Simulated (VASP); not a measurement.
```yaml
crystal:
  lattice:
    - [2.86172, 0.00000, 0.00000]
    - [0.00000, 2.86172, 0.00000]
    - [0.00000, 0.00000, 24.01000]
  atoms:
    - { symbol: Al, position: [0.50000, 0.50000, 0.29154] }
    - { symbol: Al, position: [0.50000, 0.50000, 0.41066] }
    - { symbol: Al, position: [0.50000, 0.50000, 0.52978] }
    - { symbol: Al, position: [0.50000, 0.50000, 0.64890] }
    - { symbol: Co, position: [0.00000, 0.00000, 0.35110] }
    - { symbol: Co, position: [0.00000, 0.00000, 0.47022] }
    - { symbol: Co, position: [0.00000, 0.00000, 0.58934] }
    - { symbol: Co, position: [0.00000, 0.00000, 0.70846] }
```

Method: PBE GGA, VASP's PBE PAW potentials (set 64) (plane waves; VASP 6.6.1). Settings: 300 eV cut-off, 15×15×1 Γ-centred mesh, first-order Methfessel-Paxton smearing of 0.27 eV, potentials Al Co.

At this cut-off the stress carries a Pulay error, which pulls relaxed volumes low. The cell holds a wide vacuum, so values per volume refer to the whole cell.

Q: Which forces act on the atoms, in eV/Å?

A: 
```json
[
 {"atom": "Al1", "Fx": "0.000", "Fy": "0.000", "Fz": "0.333"},
 {"atom": "Al2", "Fx": "0.000", "Fy": "0.000", "Fz": "0.161"},
 {"atom": "Al3", "Fx": "0.000", "Fy": "0.000", "Fz": "0.106"},
 {"atom": "Al4", "Fx": "0.000", "Fy": "0.000", "Fz": "0.850"},
 {"atom": "Co5", "Fx": "0.000", "Fy": "0.000", "Fz": "-0.577"},
 {"atom": "Co6", "Fx": "0.000", "Fy": "0.000", "Fz": "0.079"},
 {"atom": "Co7", "Fx": "0.000", "Fy": "0.000", "Fz": "-0.201"},
 {"atom": "Co8", "Fx": "0.000", "Fy": "0.000", "Fz": "-0.751"}
]
```

Q: Give the stress tensor in GPa (positive for a compressed cell).

A: 
```
-3.43   0.00   0.00
 0.00  -3.43   0.00
 0.00   0.00  -0.98
```
The pressure is its mean diagonal, -2.61 GPa.

The cell is a sheet with vacuum, built from a generated structure. The run is not spin-polarised, so no magnetic state was tried. VASP warned that the highest band is occupied, so more bands are needed.
